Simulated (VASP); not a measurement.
Set up this calculation in VASP 6.6.1, as the native input.

| Item | Value |
| --- | --- |
| Task | single point |
| Functional | PBE |
| Potentials or basis | VASP PAW PBE potentials, release 64 (Y_sv, Sc_sv) |
| Cutoff | 520 eV |
| k mesh | 10 × 10 × 3 |
| Occupations | fermi-dirac, width 0.05 eV |
| Spin | no spin polarisation |
| Further INCAR settings | ALGO = Normal; EDIFF = 1e-07; NBANDS = 30 |

The structure of YSc3 lies in POSCAR:

```
YSc3
1.0
    1.7071458500     -2.4138728900      0.0000000000
    1.7071458500      2.4138728900      0.0000000000
    0.0000000000      0.0000000000     10.3021726900
Y Sc
1 3
Direct
    0.5000000000      0.5000000000      0.5000000000
    0.0000000000      0.0000000000      0.0000000000
    0.0000000000      0.5000000000      0.7492240100
    0.5000000000      0.0000000000      0.2507759900
```

The cell was built by a generator and needn't be a form met in nature.

These files were run (other wordings do the same):

INCAR

```
PREC = Accurate
ENCUT = 520
EDIFF = 1E-7
ISMEAR = -1
SIGMA = 0.05
LREAL = False
LASPH = True
NELM = 60
ALGO = Normal
ISIF = 2
LWAVE = False
LCHARG = False
GGA = PE
NBANDS = 30
```

KPOINTS

```
regular mesh
0
Gamma
  10 10 3
```

Potentials or basis: VASP PAW PBE potentials, release 64 (Y_sv, Sc_sv).

Launch:

```sh
$ cat potpaw_PBE.64/Y_sv/POTCAR potpaw_PBE.64/Sc_sv/POTCAR > POTCAR
$ mpirun -np 1 vasp_std > vasp.out
```

Results of the run:

```
Pressure               : 15.2 GPa
Largest force          : 0.415 eV/Å
Band gap on the k mesh : none (metal or under the smearing width)
```

Caveat: so large a pressure means that the cell lies far from this level's equilibrium, or that cutoff or potentials fall short.

Run time: 3.3 min on 1 thread of AMD EPYC 7R13 Processor (Zen 3) (shared host), peak memory 0.27 GiB.
